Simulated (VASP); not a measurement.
```
CELL_PARAMETERS angstrom
      0.00000     2.10877     2.10877
      2.10877     0.00000     2.10877
      8.36692     8.36692     0.06818
ATOMIC_POSITIONS crystal
  Zr 0.00000 0.00000 0.00000
  N  0.47101 0.47101 0.14674
  N  0.48888 0.48888 0.38334
  N  0.51112 0.51112 0.61666
  N  0.52899 0.52899 0.85326
  V  0.98329 0.98329 0.26253
  V  0.00000 0.00000 0.50000
  V  0.01671 0.01671 0.73747
```

These are PBEsol GGA, VASP's PBE PAW potentials (set 64) (plane waves; VASP) values and carry that method's errors. Numerical set-up: 520 eV cut-off, Gaussian smearing of 0.050 eV, potentials Zr_sv N V_sv.

Problem. Give the energies of bands 28 to 41 at the high-symmetry points, in eV from the Fermi level.

Solution. 
| band | Γ | T | H2 | L | S0 | F |
|---|---|---|---|---|---|---|
| 28 | -4.69 | -3.74 | -5.84 | -5.42 | -5.78 | -5.16 |
| 29 | -4.69 | -3.74 | -5.28 | -4.94 | -5.34 | -5.10 |
| 30 | -2.33 | -3.47 | -5.26 | -4.79 | -5.17 | -5.10 |
| 31 | -2.33 | -3.22 | -5.09 | -4.26 | -5.14 | -3.92 |
| 32 | -2.12 | -3.22 | -5.08 | -4.05 | -5.07 | -3.62 |
| 33 | -1.53 | -1.39 | -0.46 | -2.39 | -0.47 | -3.34 |
| 34 | -1.53 | -1.39 | -0.37 | -2.30 | -0.30 | -0.96 |
| 35 | -1.29 | -0.81 | -0.18 | 0.27 | -0.24 | -0.90 |
| 36 | -0.55 | -0.81 | 0.20 | 0.40 | 0.18 | 0.39 |
| 37 | -0.55 | -0.65 | 0.21 | 0.54 | 0.23 | 0.69 |
| 38 | -0.17 | -0.58 | 0.52 | 0.67 | 0.53 | 0.72 |
| 39 | -0.17 | 0.34 | 0.81 | 0.87 | 0.81 | 0.72 |
| 40 | 0.00 | 0.34 | 1.35 | 1.12 | 1.35 | 1.10 |
| 41 | 0.19 | 1.03 | 1.39 | 1.15 | 1.39 | 1.15 |

It has no gap at this level: it comes out as a metal or semimetal.

The structure was generated: V3ZrN4 was put into an ordered model structure (R-3m), which need not be its known phase. It was relaxed first. The run is not spin-polarised, so no magnetic state was tried. The electron count is odd and the run is not spin-polarised, which forces a metal.
